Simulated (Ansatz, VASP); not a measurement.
# Ta2Se in two plane-wave programs

One calculation is typed for both programs; each brings its own data sets. How far apart do they land? The cell is taken from a series of runs on this material, whose earlier steps may have relaxed, scaled, displaced or heated it; both programs get it as it stands.

Program: Ansatz 0.2.0. Level of theory: plane waves, with VASP 6.6.1 beside it; relaxation of cell and atoms at PBEsol. Results are calculated unless marked as measured.

## (1) Starting point

The structure is tetragonal, space group P4/nmm (No. 129). Conventional cell: a = 3.357 Å, b = 3.357 Å, c = 9.847 Å, α = 90.00°, β = 90.00°, γ = 90.00°. Nearest to Ta lie 4 Se at 2.66 Å and 4 Ta at 2.88 Å. Nearest to Ta lie 8 Ta at 2.81 to 2.88 Å and 1 Se at 2.83 Å. Nearest to Se lie 5 Ta at 2.66 to 2.83 Å. Farther neighbours and most contacts between anions are not listed.

## (2) VASP: relaxation of cell and atoms, PBEsol

The relaxed volume is the usual yardstick between codes: in a stiff, nearly cubic crystal its relative difference is about their pressure difference at one cell divided by the bulk modulus.

Lines of VASP's logs that name or quote its potential files are left out, and so is its time.

INCAR

```
SYSTEM = Ta2Se
PREC = Accurate
ENCUT = 500
EDIFF = 1E-07
NELM = 120
ISMEAR = 1
SIGMA = 0.2
LREAL = .FALSE.
ALGO = Normal
GGA = PS
NBANDS = 34
LASPH = .TRUE.
LORBIT = 11
LWAVE = .FALSE.
LCHARG = .FALSE.
ISIF = 3
IBRION = 2
NSW = 80
EDIFFG = -0.005
GGA_COMPAT = .FALSE.
NELMIN = 4
KPAR = 2
```

POSCAR

```
Ta2Se
1.0
    3.3565200000      0.0000000000      0.0000000000
    0.0000000000      3.3565200000      0.0000000000
    0.0000000000      0.0000000000      9.8467840000
Ta Se
4 2
Direct
    0.5000000000      0.0000000000      0.7583501375
    0.0000000000      0.5000000000      0.2416499641
    0.5000000000      0.0000000000      0.0761908660
    0.0000000000      0.5000000000      0.9238092356
    0.5000000000      0.0000000000      0.3639806662
    0.0000000000      0.5000000000      0.6360194354
```

KPOINTS

```
Automatic mesh
0
Gamma
8 8 3
0 0 0
```

PAW data sets: Ta_pv and Se (PBE family, release 64).

Started as:

```bash
mpirun -np 2 vasp_std
```

Numbers of over 12 decimals in the logs are rounded to 6 here.

What it wrote:

```text
[banner, memory and clock lines left out]
running    2 mpi-ranks, on    1 nodes
 distrk:  each k-point on    1 cores,    2 groups
 distr:  one band on    1 cores,    1 groups

 POSCAR found type information on POSCAR TaSe
 POSCAR found :  2 types and       6 ions
|                                                                             |
|               ----> ADVICE to this user running VASP <----                  |
|                                                                             |
|     You enforced a specific xc type in the INCAR file but a different       |
|     [... a line on the potential file left out ...]
|     I HOPE YOU KNOW WHAT YOU ARE DOING!                                     |
|                                                                             |

 LDA part: xc-table for (Slater+PW92), standard interpolation
 POSCAR, INCAR and KPOINTS ok, starting setup
 FFT: planning ... GRIDC
 FFT: planning ... GRID_SOFT
 FFT: planning ... GRID
 WAVECAR not read
 entering main loop
       N       E                     dE             d eps       ncg     rms          rms(c)
DAV:   1     0.508838983876E+03    0.50884E+03   -0.30073E+04  2048   0.160E+03
DAV:   2    -0.381762900536E+02   -0.54702E+03   -0.53827E+03  2328   0.449E+02
DAV:   3    -0.643291305922E+02   -0.26153E+02   -0.25744E+02  2672   0.848E+01
DAV:   4    -0.649297189861E+02   -0.60059E+00   -0.59038E+00  2576   0.117E+01
DAV:   5    -0.649478912888E+02   -0.18172E-01   -0.18084E-01  2774   0.159E+00    0.306E+01
DAV:   6    -0.620024257364E+02    0.29455E+01   -0.27415E+01  2686   0.311E+01    0.149E+01
DAV:   7    -0.616087584648E+02    0.39367E+00   -0.19334E+01  2700   0.165E+01    0.836E+00
DAV:   8    -0.607745898262E+02    0.83417E+00   -0.53992E+00  2652   0.139E+01    0.949E-01
DAV:   9    -0.607919227103E+02   -0.17333E-01   -0.29193E-01  2472   0.300E+00    0.528E-01
DAV:  10    -0.607915009521E+02    0.42176E-03   -0.12437E-02  2766   0.581E-01    0.204E-01
DAV:  11    -0.607911307024E+02    0.37025E-03   -0.22841E-03  2732   0.250E-01    0.689E-02
DAV:  12    -0.607911209041E+02    0.97983E-05   -0.24580E-04  2680   0.963E-02    0.193E-02
DAV:  13    -0.607911205977E+02    0.30644E-06   -0.32996E-05  2652   0.325E-02    0.654E-03
DAV:  14    -0.607911194264E+02    0.11713E-05   -0.65439E-06  2634   0.140E-02    0.199E-03
DAV:  15    -0.607911194231E+02    0.32869E-08   -0.48124E-07  2446   0.384E-03
   1 F= -.60791119E+02 E0= -.60792205E+02  d E =-.607911E+02
[...]
2 F= -.60790637E+02 E0= -.60791748E+02  d E =0.482524E-03
[...]
3 F= -.60791265E+02 E0= -.60792359E+02  d E =-.145314E-03
[...]
4 F= -.60791265E+02 E0= -.60792359E+02  d E =-.145283E-03
 curvature:  -0.16 expect dE=-0.178E-05 dE for cont linesearch -0.256E-08
 ZBRENT: accuracy reached
 trial: gam= 0.01608 g(F)=  0.380E-05 g(S)=  0.699E-05 ort =-0.375E-05 (trialstep = 0.866E+00)
 search vector abs. value=  0.109E-04
 bond charge predicted
       N       E                     dE             d eps       ncg     rms          rms(c)
DAV:   1    -0.607912840348E+02   -0.19313E-04   -0.99504E-04  2062   0.186E-01    0.207E-02
DAV:   2    -0.607912738723E+02    0.10162E-04   -0.47377E-05  2540   0.414E-02    0.106E-02
DAV:   3    -0.607912710751E+02    0.27973E-05   -0.60682E-06  2472   0.131E-02    0.427E-03
DAV:   4    -0.607912708143E+02    0.26075E-06   -0.10570E-06  2384   0.492E-03    0.209E-03
DAV:   5    -0.607912708262E+02   -0.11908E-07   -0.39014E-07  2004   0.316E-03
   5 F= -.60791271E+02 E0= -.60792370E+02  d E =-.612026E-05
 trial-energy change:   -0.000006  1 .order   -0.000007   -0.000009   -0.000004
 step:   1.4495(harm=  1.4495)  dis= 0.00042  next Energy=   -60.791272 (dE=-0.777E-05)
 reached required accuracy - stopping structural energy minimisation
```

From OUTCAR (step 2):

```text
ion  position               nearest neighbor table
   1  0.500  0.000  0.758-   6 2.66   6 2.66   6 2.66   6 2.66   4 2.88   4 2.88   4 2.88   4 2.88
                             3 3.13
   2  0.000  0.500  0.242-   5 2.66   5 2.66   5 2.66   5 2.66   3 2.88   3 2.88   3 2.88   3 2.88
                             4 3.13
   3  0.500  0.000  0.076-   4 2.81   4 2.81   4 2.81   4 2.81   5 2.83   2 2.88   2 2.88   2 2.88
                             2 2.88   1 3.13
   4  0.000  0.500  0.924-   3 2.81   3 2.81   3 2.81   3 2.81   6 2.83   1 2.88   1 2.88   1 2.88
                             1 2.88   2 3.13
   5  0.500  0.000  0.364-   2 2.66   2 2.66   2 2.66   2 2.66   3 2.83
   6  0.000  0.500  0.636-   1 2.66   1 2.66   1 2.66   1 2.66   4 2.83

  LATTYP: Found a simple tetragonal cell.
 ALAT       =     3.3565200000
 C/A-ratio  =     2.9336288775

 Subroutine GETGRP returns: Found 16 space group operations
 (whereof  8 operations were pure point group operations)

The static configuration has the point symmetry D_2d.
 The point group associated with its full space group is D_4h.

 Found     30 irreducible k-points:

   k-points           NKPTS =     30   k-points in BZ     NKDIM =     30   number of bands    NBANDS=     34

   dimension x,y,z NGX =    24 NGY =   24 NGZ =   72
   dimension x,y,z NGXF=    48 NGYF=   48 NGZF=  144

   ENCUT  =  500.0 eV  36.75 Ry    6.06 a.u.   6.12  6.12 17.95*2*pi/ulx,y,z

   NELECT =      56.0000    total number of electrons

 k-points in reciprocal lattice and weights: Automatic mesh
   0.00000000  0.00000000  0.00000000       0.005
   0.12500000  0.00000000  0.00000000       0.021
   0.25000000  0.00000000  0.00000000       0.021
   0.37500000  0.00000000  0.00000000       0.021
   0.50000000  0.00000000  0.00000000       0.010
   0.12500000  0.12500000  0.00000000       0.021
   0.25000000  0.12500000  0.00000000       0.042
   0.37500000  0.12500000  0.00000000       0.042
   0.50000000  0.12500000  0.00000000       0.021
[...]
0.50000000  0.37500000  0.33333333       0.042
   0.50000000  0.50000000  0.33333333       0.010

 average (electrostatic) potential at core
       1 -36.5721       2 -36.5722       3 -35.6336       4 -35.6336       5 -53.0835
       6 -53.0834

 E-fermi :   6.3695

 k-point     1 :       0.0000    0.0000    0.0000
  band No.  band energies     occupation
    ...
     22       3.2620      2.00000
     23       3.7592      2.00000
     24       3.7592      2.00000
     25       5.0723      2.00000
     26       6.1712      2.04845
     27       6.5428     -0.01041
     28       6.5428     -0.01041
     29       6.7393     -0.02524
     30       6.7393     -0.02524
     31       7.0479     -0.00002
    ...

 k-point     2 :       0.1250    0.0000    0.0000
  band No.  band energies     occupation
    ...
     24       3.9166      2.00000
     25       5.3077      2.00000
     26       5.9308      2.00815
     27       6.0064      2.02769
     28       6.3093      1.48480
     29       6.4766      0.22222
     30       6.7063     -0.03849
     31       7.0469     -0.00002
     32       7.8971     -0.00000
     33       8.0407     -0.00000
    ...

 k-point     3 :       0.2500    0.0000    0.0000
  band No.  band energies     occupation
    ...
     24       4.4732      2.00000
     25       4.9641      2.00000
     26       5.0231      2.00000
     27       5.9789      2.01857
     28       6.1662      2.05349
     29       6.4415      0.43185
     30       6.7512     -0.02124
     31       7.2194     -0.00000
     32       7.4741     -0.00000
     33       7.5026     -0.00000
    ...

  Total       -0.0024769     -0.0024769     -0.0118339      0.0000000      0.0000000     -0.0000000
  in kB       -0.0357231     -0.0357231     -0.1706746      0.0000000      0.0000000     -0.0000000
  external PRESSURE =      -0.0807070 kB  Pullay stress =       0.0000000 kB

  energy-cutoff  :      500.00
  volume of cell :      111.09
      direct lattice vectors                 reciprocal lattice vectors
     3.358562110  0.000000000 -0.000000000     0.297746466  0.000000000 -0.000000000
     0.000000000  3.358562110  0.000000000     0.000000000  0.297746466  0.000000000
     0.000000000  0.000000000  9.848299133     0.000000000  0.000000000  0.101540376

 POSITION                                       TOTAL-FORCE (eV/Angst)
 -----------------------------------------------------------------------------------
      1.67928      3.35856      7.46853        -0.000000     -0.000000     -0.001885
      0.00000      1.67928      2.37977         0.000000      0.000000      0.001885
      1.67928      0.00000      0.75021        -0.000000     -0.000000     -0.000154
      0.00000      1.67928      9.09809         0.000000     -0.000000      0.000154
      1.67928      3.35856      3.58523         0.000000     -0.000000      0.004317
      0.00000      1.67928      6.26307        -0.000000      0.000000     -0.004317
 -----------------------------------------------------------------------------------
    total drift:                                0.000000      0.000000     -0.000471

  FREE ENERGIE OF THE ION-ELECTRON SYSTEM (eV)
  ---------------------------------------------------
  free  energy   TOTEN  =       -60.7912708262 eV

  energy  without entropy=      -60.7945679620  energy(sigma->0) =      -60.79236987

 reached required accuracy - stopping structural energy minimisation

 total charge
# of ion       s       p       d       tot
------------------------------------------
    1        0.322   6.161   2.404   8.886
    2        0.322   6.161   2.404   8.886
    3        0.358   6.184   2.428   8.970
    4        0.358   6.184   2.428   8.970
    5        1.466   2.360   0.076   3.902
    6        1.466   2.360   0.076   3.902
--------------------------------------------------
tot          4.293  29.410   9.815  43.517

[... 3 further parts left out ...]
```

The run keeps the 16 symmetry operations of its start, so it cannot find a distortion of lower symmetry.

[end of part 1 of 2]

[Lines on the potential files, build, host, timing and source positions are cut from VASP's logs without a mark.]

[Logs are printed without paths, hosts, clocks, repeated set-up lines and the standing remarks that a program may print on its own settings, such as how far it seeks lower states.]

[Hosts, paths, dates, database ids (printed as entryN), source tags and the programs' standing remarks are cut or masked in the printed files.]
